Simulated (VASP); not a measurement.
## Sn2Ge: relaxation of cell and atoms with PBE

The system is Sn2Ge.

```xyz
6
Lattice="4.5342 0.0000 0.0000 -2.2671 3.9267 0.0000 0.0000 0.0000 11.0620" Properties=species:S:1:pos:R:3 pbc="T T T"
Sn    0.0000    0.0000    9.6320
Sn    0.0000    2.6178    8.5570
Sn    0.0000    0.0000    1.4300
Sn    2.2671    1.3089    2.5050
Ge    0.0000    2.6178    5.8560
Ge    2.2671    1.3089    5.2060
```

The cell was built by a generator and needn't be a form met in nature.

```json
{
  "Program": "VASP 6.6.1",
  "Task": "relaxation of cell and atoms",
  "Functional": "PBE",
  "Potentials or basis": "VASP PAW PBE potentials, release 64 (Sn_d, Ge_d)",
  "Cutoff": "520 eV",
  "k mesh": "8 × 8 × 4",
  "Occupations": "gaussian, width 0.1 eV",
  "Spin": "no spin polarisation",
  "Further INCAR settings": "ALGO = Normal; EDIFF = 1e-06; IBRION = 2; EDIFFG = -0.01; NSW = 90; ISIF = 3"
}
```

```json
{"Relaxed volume": "32.53 Å³/atom", "Relaxed cell": "a = 4.503 Å, b = 4.503 Å, c = 11.116 Å, α = 90.00°, β = 90.00°, γ = 120.00°", "Space group after relaxing (to 0.05 Å)": "P-3m1 (No. 164)", "Energy gained by relaxing": "0.7 meV/atom", "Ionic steps": "8", "Pressure after relaxing": "0.0 GPa", "Largest force after relaxing": "0.006 eV/Å", "Band gap on the k mesh": "none (metal or under the smearing width)"}
```

Forces on the atoms (eV/Å):
```
Sn   0.000  0.000  0.006
Sn   0.000  0.000 -0.004
Sn   0.000  0.000 -0.006
Sn   0.000  0.000  0.004
Ge   0.000  0.000  0.005
Ge   0.000  0.000 -0.005
```

Step by step:
| step | energy change (eV) | largest force (eV/Å) | pressure (GPa) | volume (Å³) |
| --- | --- | --- | --- | --- |
| 1 | 0.0000 | 0.0454 | -0.34 | 196.95 |
| 2 | -0.0028 | 0.0468 | 0.08 | 194.99 |
| 3 | -0.0028 | 0.0482 | 0.05 | 195.06 |
| 4 | -0.0035 | 0.0336 | 0.04 | 195.13 |
| 5 | -0.0042 | 0.0106 | 0.00 | 195.29 |
| 6 | -0.0042 | 0.0122 | -0.01 | 195.30 |
| 7 | -0.0042 | 0.0136 | -0.02 | 195.30 |
| 8 | -0.0042 | 0.0059 | 0.02 | 195.17 |

Final structure:
```xyz
6
Lattice="4.5027 0.0000 0.0000 -2.2513 3.8994 0.0000 0.0000 0.0000 11.1161" Properties=species:S:1:pos:R:3 pbc="T T T"
Sn   -2.2513    3.8994    9.6873
Sn    0.0000    2.5996    8.5922
Sn    0.0000    0.0000    1.4288
Sn    2.2513    1.2998    2.5239
Ge    0.0000    2.5996    5.8966
Ge    2.2513    1.2998    5.2195
```

Levels at points of the mesh, in eV from the Fermi level:
| k point | band 40 | band 41 | band 42 | band 43 | band 44 | band 45 |
| --- | --- | --- | --- | --- | --- | --- |
| (0.00, 0.00, 0.00) | -0.43 | 0.00 | 0.21 | 0.36 | 0.36 | 0.97 |
| (0.50, 0.00, 0.00) | -2.35 | -1.43 | -1.21 | 0.52 | 0.85 | 1.40 |
| (0.00, 0.00, 0.50) | -0.20 | -0.20 | 0.06 | 0.06 | 0.93 | 1.27 |
| (0.50, 0.00, 0.50) | -1.77 | -1.09 | -0.88 | -0.25 | 0.86 | 1.53 |

Run time: 7.9 min on 4 MPI ranks on Intel(R) Xeon(R) Platinum 8175M CPU @ 2.50GHz (Skylake/Cascade Lake), on a shared host, peak memory 0.51 GiB a rank.
